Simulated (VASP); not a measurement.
Method: optB86b-vdW, VASP's PBE PAW potentials (set 64) (plane waves; VASP).

VASP input:

KPOINTS:
```
Automatic mesh
0
Gamma
11 11 9
0 0 0
```

### INCAR
```
SYSTEM=MgB2
PREC=Accurate; ENCUT=520; LREAL=.FALSE.
LASPH=.TRUE.
EDIFF=1E-7; NELM=100; ALGO=Normal
ISMEAR=1; SIGMA=0.1
GGA=MK; LUSE_VDW=.TRUE.; AGGAC=0.0
PARAM1=0.1234; PARAM2=1.0
IBRION=2; NSW=30; ISIF=4
EDIFFG=-0.01
LWAVE=.FALSE.; LCHARG=.FALSE.
```

**POSCAR**
```
MgB2
1
    1.5402999089    -2.6678772080     0.0000000000
    1.5402999089     2.6678772080     0.0000000000
    0.0000000000     0.0000000000     3.4799061177
Mg B
1 2
Direct
  0.0000000000   0.0000000000   1.0000000000
  0.3333330000   0.6666670000   0.5000000000
  0.6666670000   0.3333330000   0.5000000000
```

POTCAR, in this order: Mg B (PBE.64 set). Program: vasp_std.

### Question
What will the output report for the number of irreducible k-points (NKPTS), largest plane-wave count, number of space-group operations, FFT grid (NGX, NGY, NGZ)?

### Answer

| Item | Value |
|---|---|
| number of irreducible k-points (NKPTS) | 80 |
| largest plane-wave count | 782 |
| number of space-group operations | 24 |
| FFT grid (NGX, NGY, NGZ) | 24 × 24 × 28 |

The compound is MgB2 in the AlB2 type structure. This run relaxes it. Symmetry was kept, so distortions that lower it aren't found.
